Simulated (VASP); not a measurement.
KTaO3, 5 atoms in the cell. Symmetry: Pm-3m, No. 221, cubic system. Conventional cell: a = 3.988 Å, b = 3.988 Å, c = 3.988 Å, α = 90.00°, β = 90.00°, γ = 90.00°. K (site symmetry m-3m) is surrounded by 12 O at 2.82 Å. Around Ta (site symmetry m-3m) lie 6 O at 1.99 Å. O (site symmetry 4/mmm) is surrounded by 2 Ta at 1.99 Å. 

```yaml
Program: VASP 6.6.1
Task: electric field gradients
Functional: PBEsol
Potentials_or_basis: VASP PAW PBE potentials, release 64 (K_sv, Ta_pv, O)
Cutoff: 600 eV
k_mesh: 6 × 6 × 6
Occupations: fermi-dirac, width 0.02 eV
Spin: no spin polarisation
Further_INCAR_settings: ALGO = Fast; EDIFF = 1e-07
```

Potentials or basis: VASP PAW PBE potentials, release 64 (K_sv, Ta_pv, O).

Run with:

```bash
$ cat potpaw_PBE.64/K_sv/POTCAR potpaw_PBE.64/Ta_pv/POTCAR potpaw_PBE.64/O/POTCAR > POTCAR
$ mpirun -np 1 vasp_std > vasp.out
```

Hardware: 1 thread of Intel(R) Xeon(R) Platinum 8375C CPU @ 2.90GHz (Ice Lake), on a shared host.

Task: How long does it take, and how much memory?

Result: It took 41 s on 1 thread of Intel(R) Xeon(R) Platinum 8375C CPU @ 2.90GHz (Ice Lake), on a shared host, peak memory 0.2 GiB. Counts: scf iterations 29, k points 20.
